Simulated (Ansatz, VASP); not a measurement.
# Two plane-wave programs on BiB5

```
B Bi
1.0
     4.80629    0.00000    0.00000
    -2.40315    4.16237    0.00000
     0.00000    0.00000    2.95993
B Bi
5 1
Cartesian
  2.4031 1.3875 0.0000
  2.4031 0.0000 1.4800
  1.2016 2.0812 1.4800
  -1.2016 2.0812 1.4800
  0.0000 2.7749 0.0000
  0.0000 0.0000 0.0000
```

Change from the starting cell: species swapped into the SrPd5 type (P6/mmm, No. 191).

Alike in both runs: functional PBE; k mesh 9 × 9 × 12; occupations gaussian, width 0.1 eV; no spin polarisation.

Ansatz relaxed the structure, and its values are those at the end. VASP's run is a single point on that final structure, the one shown.

```csv
,VASP,Ansatz
version,VASP 6.6.1,Ansatz 0.2.0
potentials or method,"VASP PAW PBE potentials, release 64 (B, Bi_d)","scalar-relativistic, plane waves, PAW"
plane-wave cutoff (eV),520,420
valence electrons in the cell,30,30
```

|  | VASP | Ansatz | Ansatz less VASP |
| --- | --- | --- | --- |
| gap on the k mesh at the Fermi level (eV) | none | none | - |
| pressure (GPa) | 0.0 | 0.0 | +0.01 |

A gap of «none» marks a metal or a gap that the smearing closes.

Caveats: spin-orbit coupling is left out, which moves the levels of the heavy elements.
